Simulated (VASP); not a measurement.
Here is the system:

```
CELL_PARAMETERS angstrom
      0.00000     1.81917     1.81917
      1.81917     0.00000     1.81917
      1.81917     1.81917     0.00000
ATOMIC_POSITIONS crystal
  C  0.00000 0.00000 0.00000
  C  0.25000 0.25000 0.25000
```

Computed with PBE GGA, VASP's PBE PAW potentials (set 64) (plane waves; VASP). Settings: 520 eV cut-off, 13×13×13 Γ-centred mesh, Gaussian smearing of 0.050 eV, potentials C.

Task: What does the run give for the energy per atom (σ→0), pressure?

Result: 
- energy per atom (σ→0): -9.071 eV/atom
- pressure: -21.23 GPa

The absolute energy has meaning only against runs of the same code, potentials and settings.

The compound is C in the diamond structure. The cell was not relaxed at this level. The run is one of a series of settings (KPOINTS 13×13×13 Γ-centred mesh against the base run), some of them coarse on purpose.
